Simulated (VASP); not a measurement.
Data:

```yaml
crystal:
  lattice:
    - [4.04820, 0.00000, 0.00000]
    - [0.00000, 4.04820, 0.00000]
    - [0.00000, 0.00000, 5.04667]
  atoms:
    - { symbol: Pb, position: [0.50000, 0.00000, 0.76396] }
    - { symbol: Pb, position: [0.00000, 0.50000, 0.23604] }
    - { symbol: O, position: [0.50000, 0.50000, 0.00000] }
    - { symbol: O, position: [0.00000, 0.00000, 0.00000] }
```

Calculation: optB88-vdW, VASP's PBE PAW potentials (set 64) (plane waves; VASP 6.6.1). Numerical set-up: 520 eV cut-off, 6×6×5 Γ-centred mesh, tetrahedra with Blöchl corrections, potentials Pb_d O.

Unless said otherwise, spin-orbit coupling is left out, though it shifts the bands of the heavy elements here.

Problem. What does the run give for the energy per atom (σ→0), band gap (on the k-mesh) with the smallest direct gap where there is one?

Solution. 
```yaml
band gap (on the k-mesh): 1.39 eV
smallest direct gap (on the k-mesh): 2.20 eV
energy per atom (σ→0): -3.013 eV/atom
```

Only differences to runs with the same potentials and settings are physical.

The compound is PbO in the litharge structure. It was relaxed first.
